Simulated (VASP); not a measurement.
Computed with vdW-DF2, VASP's PBE PAW potentials (set 64) (plane waves; VASP 6.6.1).

VASP input:

KPOINTS:
```
Automatic mesh
0
Gamma
10 10 3
0 0 0
```

POSCAR:
```
C
1.0
  1.2131474560  -2.1012325378   0.0000000000
  1.2131474560   2.1012325378   0.0000000000
  0.0000000000   0.0000000000   6.8870834080
C
4
Cart
  0.0000000000   0.0000000000   1.7217708520
  0.0000000000   0.0000000000   5.1653125560
  1.2131474560   0.7004122468   1.7217708520
  1.2131474560  -0.7004122468   5.1653125560
```

**INCAR**
```
AGGAC=0.0
ALGO=Normal
EDIFF=1E-7
EDIFFG=-0.01
ENCUT=520
GGA=ML
IBRION=2
ISIF=4
ISMEAR=0
LASPH=.TRUE.
LCHARG=.FALSE.
LREAL=.FALSE.
LUSE_VDW=.TRUE.
LWAVE=.FALSE.
NELM=100
NSW=30
PREC=Accurate
SIGMA=0.05
SYSTEM=C
ZAB_VDW=-1.8867
```

POTCAR, in this order: C (PBE.64 set). Program: vasp_std.

The run wrote:

**OSZICAR**
```
       N       E                     dE             d eps       ncg     rms          rms(c)
DAV:   1     0.628403771770E+02    0.62840E+02   -0.84063E+03   672   0.123E+03
DAV:   2    -0.294472467785E+02   -0.92288E+02   -0.83612E+02   976   0.239E+02
DAV:   3    -0.335389043634E+02   -0.40917E+01   -0.40565E+01   840   0.520E+01
DAV:   4    -0.335892164560E+02   -0.50312E-01   -0.50220E-01   844   0.679E+00
DAV:   5    -0.335903782390E+02   -0.11618E-02   -0.11615E-02   820   0.995E-01    0.943E+00
DAV:   6    -0.311315487800E+02    0.24588E+01   -0.26928E+00   788   0.113E+01    0.537E+00
DAV:   7    -0.303570250117E+02    0.77452E+00   -0.31339E+00   800   0.120E+01    0.184E+00
DAV:   8    -0.303683250756E+02   -0.11300E-01   -0.11653E-01   752   0.248E+00    0.343E-01
DAV:   9    -0.303638104010E+02    0.45147E-02   -0.13241E-02   852   0.840E-01    0.325E-02
DAV:  10    -0.303638637056E+02   -0.53305E-04   -0.42612E-04   824   0.185E-01    0.269E-02
DAV:  11    -0.303638665632E+02   -0.28576E-05   -0.10102E-05   848   0.291E-02    0.364E-03
DAV:  12    -0.303638668748E+02   -0.31166E-06   -0.35352E-07   856   0.640E-03    0.248E-03
DAV:  13    -0.303638669738E+02   -0.99011E-07   -0.92966E-09   620   0.103E-03
   1 F= -.30363867E+02 E0= -.30363867E+02  d E =-.303639E+02
       N       E                     dE             d eps       ncg     rms          rms(c)
DAV:   1    -0.308200859697E+02   -0.45622E+00   -0.15999E+01   672   0.351E+01    0.243E+00
DAV:   2    -0.305601823056E+02    0.25990E+00   -0.42085E-01   792   0.495E+00    0.141E+00
DAV:   3    -0.304579307849E+02    0.10225E+00   -0.36410E-01   788   0.388E+00    0.378E-01
DAV:   4    -0.304568619954E+02    0.10688E-02   -0.16932E-02   792   0.966E-01    0.108E-01
DAV:   5    -0.304562102731E+02    0.65172E-03   -0.18713E-03   832   0.295E-01    0.120E-02
DAV:   6    -0.304562181173E+02   -0.78442E-05   -0.54694E-05   836   0.606E-02    0.622E-03
DAV:   7    -0.304562172983E+02    0.81894E-06   -0.35848E-06   824   0.154E-02    0.352E-03
DAV:   8    -0.304562180318E+02   -0.73348E-06   -0.17261E-07   780   0.503E-03    0.429E-04
DAV:   9    -0.304562180661E+02   -0.34277E-07   -0.13617E-08   592   0.118E-03
   2 F= -.30456218E+02 E0= -.30456218E+02  d E =-.923511E-01
       N       E                     dE             d eps       ncg     rms          rms(c)
DAV:   1    -0.304764336259E+02   -0.20216E-01   -0.62809E-01   680   0.678E+00    0.471E-01
DAV:   2    -0.304664491567E+02    0.99845E-02   -0.14925E-02   808   0.920E-01    0.277E-01
DAV:   3    -0.304621392913E+02    0.43099E-02   -0.15319E-02   792   0.801E-01    0.773E-02
DAV:   4    -0.304620816262E+02    0.57665E-04   -0.83754E-04   784   0.210E-01    0.289E-02
DAV:   5    -0.304620418442E+02    0.39782E-04   -0.10614E-04   840   0.712E-02    0.274E-03
DAV:   6    -0.304620420453E+02   -0.20114E-06   -0.29581E-06   804   0.143E-02    0.213E-03
DAV:   7    -0.304620419597E+02    0.85617E-07   -0.17540E-07   632   0.365E-03
   3 F= -.30462042E+02 E0= -.30462042E+02  d E =-.981750E-01
```

File OUTCAR:
```
------------------------ aborting loop because EDIFF is reached ----------------------------------------
  FORCE on cell =-STRESS in cart. coord.  units (eV):
  Direction    XX          YY          ZZ          XY          YZ          ZX
  --------------------------------------------------------------------------------------
  Total        0.6047983      0.6047979      0.6093025      0.0000000     -0.0000000      0.0000000
  in kB       27.5973937     27.5973794     27.8029253      0.0000000     -0.0000000      0.0000000
  external PRESSURE =      27.6658995 kB  Pullay stress =       0.0000000 kB
  volume of cell :       35.11
      direct lattice vectors                 reciprocal lattice vectors
     1.235194202 -2.139418558 -0.000000000     0.404794646 -0.233708359 -0.000000000
     1.235194202  2.139418558 -0.000000000     0.404794646  0.233708359 -0.000000000
     0.000000000  0.000000000  6.643425190     0.000000000  0.000000000  0.150524763
 POSITION                                       TOTAL-FORCE (eV/Angst)
 -----------------------------------------------------------------------------------
      0.00000      0.00000      1.66086         0.000000      0.000000      0.000000
      0.00000      0.00000      4.98257        -0.000000      0.000000      0.000000
      1.23519      0.71314      1.66086         0.000000      0.000000      0.000000
      1.23519     -0.71314      4.98257         0.000000     -0.000000     -0.000000
 -----------------------------------------------------------------------------------
    total drift:                               -0.000000     -0.000000      0.000000
  FREE ENERGIE OF THE ION-ELECTRON SYSTEM (eV)
  ---------------------------------------------------
  free  energy   TOTEN  =       -30.4620419597 eV

  energy  without entropy=      -30.4620419597  energy(sigma->0) =      -30.46204196

 reached required accuracy - stopping structural energy minimisation
```
(Selected blocks of OUTCAR.)

### CONTCAR
```
C
   1.00000000000000
     1.2351942015221564   -2.1394185578519491   -0.0000000000000000
     1.2351942015221564    2.1394185578519491   -0.0000000000000000
     0.0000000000000000    0.0000000000000000    6.6434251895757459
  C
     4
Direct
     0.0000000000000000    0.0000000000000000    0.2500000000000000
     0.0000000000000000    0.0000000000000000    0.7500000000000000
     0.3333330000000032    0.6666669999999968    0.2500000000000000
     0.6666669999999968    0.3333330000000032    0.7500000000000000
```

The compound is C in the graphite structure. This cell is one point of a volume scan, at 0.94 of the reference volume. Symmetry was kept, so distortions that lower it aren't found.
